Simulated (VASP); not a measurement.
Given:

```yaml
crystal:
  lattice:
    - [0.00000, 2.39000, 2.39000]
    - [2.39000, 0.00000, 2.39000]
    - [2.39000, 2.39000, 0.00000]
  atoms:
    - { symbol: B, position: [0.00000, 0.00000, 0.00000] }
    - { symbol: As, position: [0.25000, 0.25000, 0.25000] }
```

All values below come from r2SCAN+rVV10, VASP's PBE PAW potentials (set 64) (plane waves; VASP 6.6.1). Run with 520 eV cut-off, 11×11×11 Γ-centred mesh, tetrahedra with Blöchl corrections, potentials B As.

**Question.** What does the run give for the energy per atom (σ→0), band gap (over mesh and band path) with the smallest direct gap where there is one?

**Answer.** 
| Quantity | Value |
|---|---|
| band gap (over mesh and band path) | 1.34 eV |
| smallest direct gap (over mesh and band path) | 3.44 eV |
| energy per atom (σ→0) | -11.070 eV/atom |

Total energies compare only between runs with the same potentials, cut-off and functional.

The compound is BAs in the zinc blende structure. The cell was not relaxed at this level.
